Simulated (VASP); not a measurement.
## Cs2BiAuF6: single point with PBEsol

Crystal: Cs2BiAuF6.

```xyz
10
Lattice="6.7837 0.0000 0.0000 3.3918 5.8748 0.0000 3.3918 1.9583 5.5389" Properties=species:S:1:pos:R:3 pbc="T T T"
Cs   10.1755    5.8748    4.1541
Cs    3.3918    1.9583    1.3847
Bi    0.0000    0.0000    0.0000
Au    6.7837    3.9166    2.7694
F     6.7837    1.8593    1.3147
F     5.0020    2.8879    4.2241
F     6.7837    5.9738    4.2241
F     5.0020    4.9452    1.3147
F     8.5653    2.8879    4.2241
F     8.5653    4.9452    1.3147
```

The cell comes from a database or a generator and needn't be the stable form of this composition.

- Program: VASP 6.6.1
- Task: single point
- Functional: PBEsol
- Potentials or basis: VASP PAW PBE potentials, release 64 (Cs_sv, Bi_d, Au, F)
- Cutoff: 520 eV
- k mesh: 3 × 3 × 3
- Occupations: methfessel-paxton, width 0.2 eV
- Spin: no spin polarisation

```json
{
  "Pressure": "-2.6 GPa",
  "Largest force": "0.056 eV/Å",
  "Band gap on the k mesh": "1.57 eV, indirect (least direct gap 1.79 eV)"
}
```

Forces on the atoms (eV/Å):
```
Cs   0.000  0.000  0.000
Cs   0.000  0.000  0.000
Bi   0.000  0.000  0.000
Au   0.000  0.000  0.000
F    0.000 -0.046 -0.032
F   -0.040 -0.023  0.032
F    0.000  0.046  0.032
F   -0.040  0.023 -0.032
F    0.040 -0.023  0.032
F    0.040  0.023 -0.032
```

Levels at points of the mesh, in eV from the valence-band top:
```csv
k point,band 40,band 41,band 42,band 43,band 44,band 45,band 46,band 47
"(0.00, 0.00, 0.00)",-1.11,-1.11,-0.24,-0.24,2.47,3.35,3.35,3.35
```

Run time: 32 s on 1 thread of Intel(R) Xeon(R) 6975P-C (Granite Rapids), on a shared host, peak memory 0.37 GiB.

Caveat: the PAW data sets were made with another functional, which shifts forces and pressure a little; spin-orbit coupling is left out, which as a rule narrows the gap of such compounds by several tenths of an eV; an odd mesh through Γ misses points on the zone boundary, where band edges often lie. Expect the measured gap to be larger: semilocal functionals such as PBEsol lack the derivative discontinuity.
